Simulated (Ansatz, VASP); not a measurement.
## ScI2Cl in VASP and in Ansatz

```
Sc I Cl
1.0
     4.47918    0.00000    0.00000
    -2.23959    3.87908    0.00000
     0.00000    0.00000    7.63014
Sc I Cl
1 2 1
Direct
  0.00000 0.00000 0.50000
  0.00000 0.00000 0.25885
  0.00000 0.00000 0.74115
  0.00000 0.00000 0.00000
```

Alike in both runs: task single point; functional PBE; k mesh 6 × 6 × 2; occupations gaussian, width 0.1 eV; no spin polarisation.

|  | VASP | Ansatz |
| --- | --- | --- |
| version | VASP 6.6.1 | Ansatz 0.2.0 |
| potentials or method | VASP PAW PBE potentials, release 64 (Sc_sv, I, Cl) | scalar-relativistic, plane waves, PAW |
| plane-wave cutoff (eV) | 520 | 420 |
| valence electrons in the cell | 32 | 52 |

```csv
,VASP,Ansatz,Ansatz less VASP
gap on the k mesh at the Fermi level (eV),none,none,-
rms of the force components (eV/Å),4.654,5.100,+0.4458
```

Atom by atom the forces differ by 0.446 eV/Å (rms over components). A gap of «none» marks a metal or a gap that the smearing closes. The two sets of potentials don't hold the same shells in valence.

Caveats: the k mesh is coarse (spacing up to 0.41 Å⁻¹), so the values aren't converged; forces of over 1 eV/Å show positions far from the minimum, so gaps and moduli don't describe the material at rest. The runs have no spin-orbit coupling, so splittings on I are missing.
